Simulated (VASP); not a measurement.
All values below come from LDA (Ceperley-Alder, Perdew-Zunger), VASP's LDA PAW potentials (set 64) (plane waves; VASP 6.6.1).

Gaps are without spin-orbit coupling.

Order these relaxed crystals by band gap, smallest first: ZnCdSeS, P3m1 (156); FeP2, Pnnm (58); ZnS, F-43m (216); MgTe, F-43m (216).

FeP2, Pnnm (58) (0.40 eV), ZnCdSeS, P3m1 (156) (0.57 eV), ZnS, F-43m (216) (2.15 eV), MgTe, F-43m (216) (2.41 eV)
